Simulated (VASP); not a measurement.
Here is the system:

```xyz
2
Lattice="2.7260 0.0000 0.0000 0.0000 2.7260 0.0000 0.0000 0.0000 2.7260" Properties=species:S:1:pos:R:3 pbc="T T T"
Ta     0.0000     0.0000     0.0000
N      1.3630     1.3630     1.3630
```

These are PBEsol GGA, VASP's PBE PAW potentials (set 64) (plane waves; VASP) values and carry that method's errors. Numerical set-up: 520 eV cut-off, Gaussian smearing of 0.050 eV, potentials Ta_pv N.

Task: Give the energies of bands 5 to 11 at the high-symmetry points, in eV from the Fermi level.

Result: 
```csv
band,Γ,X,M,R
5,-4.88,-10.11,-5.95,-9.22
6,-4.88,-4.66,-5.95,-9.22
7,-2.66,-4.66,-3.72,-9.22
8,-2.66,-3.62,-2.01,6.37
9,-2.66,4.06,0.74,6.37
10,2.61,4.67,0.74,6.37
11,4.06,5.45,0.92,7.44
```

It has no gap at this level: it comes out as a metal or semimetal.

The structure was generated: TaN was put into the CsCl type type (Pm-3m), which need not be its known phase. It was relaxed first, which changed the volume by -34 %.
